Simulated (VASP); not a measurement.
MoS2: relaxation of cell and atoms with PBE+D3(BJ)

Crystal: MoS2.

```
Mo S
1.0
     3.16900    0.00000    0.00000
    -1.58450    2.74443    0.00000
     0.00000    0.00000   12.32400
Mo S
2 4
Direct
  0.33333 0.66667 0.25000
  0.66667 0.33333 0.75000
  0.33333 0.66667 0.62300
  0.66667 0.33333 0.12300
  0.33333 0.66667 0.87700
  0.66667 0.33333 0.37700
```

```yaml
Program: VASP 6.6.1
Task: relaxation of cell and atoms
Functional: PBE
Dispersion: D3(BJ)
Potentials_or_basis: VASP PAW PBE potentials, release 64 (Mo_sv, S)
Cutoff: 600 eV
k_mesh: 12 × 12 × 3
Occupations: gaussian, width 0.03 eV
Spin: no spin polarisation
Further_INCAR_settings: ALGO = Normal; EDIFF = 1e-06; IBRION = 2; EDIFFG = -0.01; NSW = 90; ISIF = 3
```

The relaxed volume is 17.30 Å³/atom. The relaxed cell is a = 3.149 Å, b = 3.149 Å, c = 12.089 Å, α = 90.00°, β = 90.00°, γ = 120.00°. The space group after relaxing (to 0.05 Å) is P6_3/mmc (No. 194) and the energy gained by relaxing is 2.8 meV/atom. The ionic steps are 11. The pressure after relaxing is 0.0 GPa, the band gap on the k mesh is 0.80 eV, indirect (least direct gap 1.71 eV) and the dispersion energy per atom is -0.438 eV.

The path:
| step | energy change (eV) | largest force (eV/Å) | pressure (GPa) | volume (Å³) |
| --- | --- | --- | --- | --- |
| 1 | 0.0000 | 0.0753 | -2.05 | 107.18 |
| 2 | 0.0163 | 0.5260 | 3.47 | 103.67 |
| 3 | -0.0088 | 0.1417 | -0.09 | 105.86 |
| 4 | -0.0114 | 0.0580 | -0.06 | 105.44 |
| 5 | -0.0115 | 0.0366 | -0.07 | 105.33 |
| 6 | -0.0130 | 0.0355 | -0.03 | 105.08 |
| 7 | -0.0160 | 0.0313 | 0.07 | 104.31 |
| 8 | -0.0149 | 0.0206 | 0.41 | 102.76 |
| 9 | -0.0168 | 0.0313 | 0.21 | 103.72 |
| 10 | -0.0145 | 0.1359 | -1.02 | 104.15 |
| 11 | -0.0169 | 0.0015 | -0.01 | 103.80 |

Final structure:
```yaml
crystal:
  lattice:
    - [3.14878, 0.00000, 0.00000]
    - [-1.57439, 2.72692, 0.00000]
    - [0.00000, 0.00000, 12.08852]
  atoms:
    - { symbol: Mo, position: [0.33333, 0.66667, 0.25000] }
    - { symbol: Mo, position: [0.66667, 0.33333, 0.75000] }
    - { symbol: S, position: [0.33333, 0.66667, 0.62053] }
    - { symbol: S, position: [0.66667, 0.33333, 0.12053] }
    - { symbol: S, position: [0.33333, 0.66667, 0.87947] }
    - { symbol: S, position: [0.66667, 0.33333, 0.37947] }
```

Levels at points of the mesh, in eV from the valence-band top:
```
           k point  band 24  band 25  band 26  band 27  band 28  band 29
(0.00, 0.00, 0.00)    -1.27    -1.11     0.00     2.09     2.09     2.13
(0.50, 0.00, 0.00)    -1.52    -1.49    -1.33     1.62     1.68     2.00
```

Wall time 14 min on 2 MPI ranks on Intel(R) Xeon(R) Platinum 8259CL CPU @ 2.50GHz (Skylake/Cascade Lake), on a shared host, peak memory 0.35 GiB a rank.

Caveat: an odd mesh through Γ misses points on the zone boundary, where band edges often lie. A hybrid or GW would open this gap; PBE tends to underestimate it.
